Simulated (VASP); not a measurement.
An input for Ansatz (written as the equivalent of a VASP run, and not itself run):

Ansatz 0.2 input:
```yaml
crystal:
  lattice:
    - [0.0000000, 2.4139160, 2.4139160]
    - [2.4139160, 0.0000000, 2.4139160]
    - [2.4139160, 2.4139160, 0.0000000]
  atoms:
    - { symbol: Be, position: [0.0000000, 0.0000000, 0.0000000] }
    - { symbol: S, position: [0.2500000, 0.2500000, 0.2500000] }
kpoints:
  mp_grid: { grid: [9, 9, 9] }
hamiltonian:
  xc: pbe
  dispersion: d4
  pseudopotentials: { kind: paw }
scf:
  occupations: { method: gaussian, width: 0.05 }
  max_iter: 100
output: { forces: true, stress: true, eigenvalues: true }
```

**Question.** Translate this input to VASP (INCAR, KPOINTS, POSCAR, choice of POTCAR).

**Answer.** Several could match; the one computed here: 
**POSCAR**
```
BeS
1.0
  0.0000000000   2.4139160049   2.4139160049
  2.4139160049   0.0000000000   2.4139160049
  2.4139160049   2.4139160049   0.0000000000
Be S
1 1
Direct
  0.0000000000   0.0000000000   0.0000000000
  0.2500000000   0.2500000000   0.2500000000
```

File KPOINTS:
```
Automatic mesh
0
Gamma
9 9 9
0 0 0
```

**INCAR**
```
! general
SYSTEM=BeS
PREC  =Accurate
ENCUT =520
LREAL =.False.
LASPH =.True.

! electronic loop
EDIFF =1E-7
NELM  =100
ALGO  =Normal

! smearing
ISMEAR=0
SIGMA =0.05

! functional
GGA   =PE
IVDW  =13

! ions
ISIF  =2

! output
LWAVE =.False.
LCHARG=.False.
```

POTCAR, in this order: Be S (PBE.64 set). Program: vasp_std.

Limits of the translation: each code has its own PAW files, so the cut-off isn't converted (ENCUT is set for VASP's; basis.ecutwfc is left out, and Ansatz then takes the one that its files recommend); Ansatz stops its SCF on the density residual and VASP on the energy change (EDIFF).

The compound is BeS in the zinc blende structure. It was relaxed first.
